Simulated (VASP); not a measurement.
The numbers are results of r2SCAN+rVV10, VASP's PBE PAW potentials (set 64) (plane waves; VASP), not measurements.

VASP ran on this input.

KPOINTS_OPT:
```
k-points along high-symmetry lines
6
Line-mode
Reciprocal
  0.000000   0.000000   0.000000 ! GAMMA
  0.000000   0.500000   0.000000 ! M

  0.000000   0.500000   0.000000 ! M
 -0.333333   0.666667   0.000000 ! K

 -0.333333   0.666667   0.000000 ! K
  0.000000   0.000000   0.000000 ! GAMMA

  0.000000   0.000000   0.000000 ! GAMMA
  0.000000   0.000000   0.500000 ! A

  0.000000   0.000000   0.500000 ! A
  0.000000   0.500000   0.500000 ! L

  0.000000   0.500000   0.500000 ! L
 -0.333333   0.666667   0.500000 ! H

 -0.333333   0.666667   0.500000 ! H
  0.000000   0.000000   0.500000 ! A

  0.000000   0.500000   0.500000 ! L
  0.000000   0.500000   0.000000 ! M

 -0.333333   0.666667   0.500000 ! H
 -0.333333   0.666667   0.000000 ! K
```

**INCAR**
```
SYSTEM = Zr
PREC = Accurate
ENCUT = 520
EDIFF = 1E-7
NELM = 100
ALGO = Normal
LREAL = .FALSE.
LASPH = .TRUE.
ISMEAR = -5
METAGGA = R2SCAN
LUSE_VDW = .TRUE.
BPARAM = 11.95
CPARAM = 0.0093
LMIXTAU = .TRUE.
LMAXMIX = 4
LWAVE = .FALSE.
LCHARG = .FALSE.
LORBIT = 11
NEDOS = 601
ISIF = 2
```

POSCAR:
```
Zr
1
    1.6184985086    -2.8033215942     0.0000000000
    1.6184985086     2.8033215942    -0.0000000000
   -0.0000000000     0.0000000000     5.1429667009
Zr
2
Direct
  0.3333330000   0.6666670000   0.2500000000
  0.6666670000   0.3333330000   0.7500000000
```

KPOINTS:
```
K-points
0
G
 15 15 8
```

POTCAR, in this order: Zr_sv (PBE.64 set). Program: vasp_std.

The run wrote:

### OSZICAR
```
       N       E                     dE             d eps       ncg     rms          rms(c)
DAV:   1     0.186333791707E+03    0.18633E+03   -0.13999E+04  4336   0.153E+03
DAV:   2    -0.413016210952E+02   -0.22764E+03   -0.22584E+03  5440   0.427E+02
DAV:   3    -0.580879292755E+02   -0.16786E+02   -0.16764E+02  8184   0.830E+01
DAV:   4    -0.585212819571E+02   -0.43335E+00   -0.43325E+00  4656   0.147E+01
DAV:   5    -0.585378614407E+02   -0.16579E-01   -0.16581E-01  6896   0.187E+00    0.182E+01
DAV:   6    -0.469135697722E+02    0.11624E+02   -0.10678E+01  5424   0.236E+01    0.469E+00
DAV:   7    -0.434781420457E+02    0.34354E+01   -0.17388E+00  4704   0.125E+01    0.133E+00
DAV:   8    -0.453661007372E+02   -0.18880E+01   -0.78011E-01  4408   0.105E+01    0.773E-01
DAV:   9    -0.445105443515E+02    0.85556E+00   -0.11562E+00  4320   0.106E+01    0.786E-01
DAV:  10    -0.444766374435E+02    0.33907E-01   -0.25609E-01  4616   0.417E+00    0.805E-01
DAV:  11    -0.450690780772E+02   -0.59244E+00   -0.34724E-01  4752   0.446E+00    0.377E-01
DAV:  12    -0.450627697810E+02    0.63083E-02   -0.16215E-02  6568   0.126E+00    0.299E-01
DAV:  13    -0.450722028045E+02   -0.94330E-02   -0.42200E-03  4512   0.766E-01    0.146E-01
DAV:  14    -0.450688492067E+02    0.33536E-02   -0.26536E-03  4880   0.469E-01    0.131E-01
DAV:  15    -0.450693455334E+02   -0.49633E-03   -0.55846E-04  5648   0.256E-01    0.543E-02
DAV:  16    -0.450693373078E+02    0.82257E-05   -0.32730E-05  6472   0.496E-02    0.396E-02
DAV:  17    -0.450693045963E+02    0.32711E-04   -0.48748E-06  5032   0.185E-02    0.385E-02
DAV:  18    -0.450696881661E+02   -0.38357E-03   -0.86931E-04  4448   0.239E-01    0.170E-02
DAV:  19    -0.450696942846E+02   -0.61185E-05   -0.28913E-05  6152   0.318E-02    0.149E-02
DAV:  20    -0.450696922072E+02    0.20775E-05   -0.17607E-06  4816   0.127E-02    0.113E-02
DAV:  21    -0.450696938012E+02   -0.15941E-05   -0.22137E-05  4736   0.367E-02    0.528E-03
DAV:  22    -0.450696902419E+02    0.35593E-05   -0.19218E-06  4856   0.116E-02    0.329E-03
DAV:  23    -0.450696919030E+02   -0.16611E-05   -0.14655E-07  3376   0.410E-03    0.246E-03
DAV:  24    -0.450696927275E+02   -0.82456E-06   -0.32805E-07  3496   0.500E-03    0.119E-03
DAV:  25    -0.450696932813E+02   -0.55374E-06   -0.17505E-08  2440   0.175E-03    0.668E-04
DAV:  26    -0.450696931456E+02    0.13564E-06   -0.83397E-09  2384   0.978E-04    0.452E-04
DAV:  27    -0.450696932491E+02   -0.10348E-06   -0.65791E-09  2360   0.777E-04    0.172E-04
DAV:  28    -0.450696933097E+02   -0.60566E-07   -0.21141E-09  2336   0.371E-04
   1 F= -.45069693E+02 E0= -.45069693E+02  d E =0.000000E+00
       N       E                     dE             ncg
```

**OUTCAR**
```
------------------------ aborting loop because EDIFF is reached ----------------------------------------
  FORCE on cell =-STRESS in cart. coord.  units (eV):
  Direction    XX          YY          ZZ          XY          YZ          ZX
  --------------------------------------------------------------------------------------
  Total       -0.0479358     -0.0479358     -0.0285629      0.0000000      0.0000000      0.0000000
  in kB       -1.6456661     -1.6456660     -0.9805813      0.0000000      0.0000000      0.0000000
  external PRESSURE =      -1.4239711 kB  Pullay stress =       0.0000000 kB
  volume of cell :       46.67
      direct lattice vectors                 reciprocal lattice vectors
     1.618498509 -2.803321594  0.000000000     0.308928304 -0.178359843  0.000000000
     1.618498509  2.803321594  0.000000000     0.308928304  0.178359843  0.000000000
     0.000000000  0.000000000  5.142966701     0.000000000  0.000000000  0.194440302
 POSITION                                       TOTAL-FORCE (eV/Angst)
 -----------------------------------------------------------------------------------
      1.61850      0.93444      1.28574        -0.000000      0.000000      0.000000
      1.61850     -0.93444      3.85723         0.000000     -0.000000      0.000000
 -----------------------------------------------------------------------------------
    total drift:                               -0.000000      0.001118     -0.000019
  FREE ENERGIE OF THE ION-ELECTRON SYSTEM (eV)
  ---------------------------------------------------
  free  energy   TOTEN  =       -45.0696933097 eV

  energy  without entropy=      -45.0696933097  energy(sigma->0) =      -45.06969331

 total charge

# of ion       s       p       d       tot
------------------------------------------
    1        2.226   5.967   1.576   9.770
    2        2.226   5.967   1.576   9.770
--------------------------------------------------
tot          4.453  11.935   3.153  19.541
```
(Selected blocks of OUTCAR.)

For a metal the tetrahedron method with Blöchl corrections gives inexact stress and forces.

The compound is Zr in the hcp structure. It was relaxed first.
